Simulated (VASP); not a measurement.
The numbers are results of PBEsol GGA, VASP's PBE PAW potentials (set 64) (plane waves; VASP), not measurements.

Input for VASP

**KPOINTS**
```
Automatic mesh
0
gamma
 5 5 7
0 0 0
```

POSCAR:
```
MgH2
1.0
  4.3936058100   0.0000000000   0.0000000000
  0.0000000000   4.3936058100   0.0000000000
  0.0000000000   0.0000000000   2.9348375487
Mg H
2 4
Cart
  0.0000000000   0.0000000000   0.0000000000
  2.1968029050   2.1968029050   1.4674187744
  1.3369935179   1.3369935179   0.0000000000
  3.5337964229   0.8598093871   1.4674187744
  0.8598093871   3.5337964229   1.4674187744
  3.0566122921   3.0566122921   0.0000000000
```

INCAR:
```
SYSTEM = MgH2
PREC = Accurate
ENCUT = 520
EDIFF = 1E-7
NELM = 100
ALGO = Normal
LREAL = .FALSE.
LASPH = .TRUE.
ISMEAR = 0
SIGMA = 0.05
GGA = PS
LWAVE = .FALSE.
LCHARG = .FALSE.
ISIF = 4
IBRION = 2
NSW = 30
EDIFFG = -0.01
```

POTCAR, in this order: Mg H (PBE.64 set). Program: vasp_std.

What will the output report for the number of irreducible k-points (NKPTS), largest plane-wave count, number of space-group operations, FFT grid (NGX, NGY, NGZ)?

| Property | Value |
|---|---|
| number of irreducible k-points (NKPTS) | 24 |
| largest plane-wave count | 1543 |
| number of space-group operations | 16 |
| FFT grid (NGX, NGY, NGZ) | 36 × 36 × 24 |

The compound is MgH2 in the rutile structure. This cell is one point of a volume scan, at 0.94 of the reference volume. Symmetry was kept, so distortions that lower it aren't found.
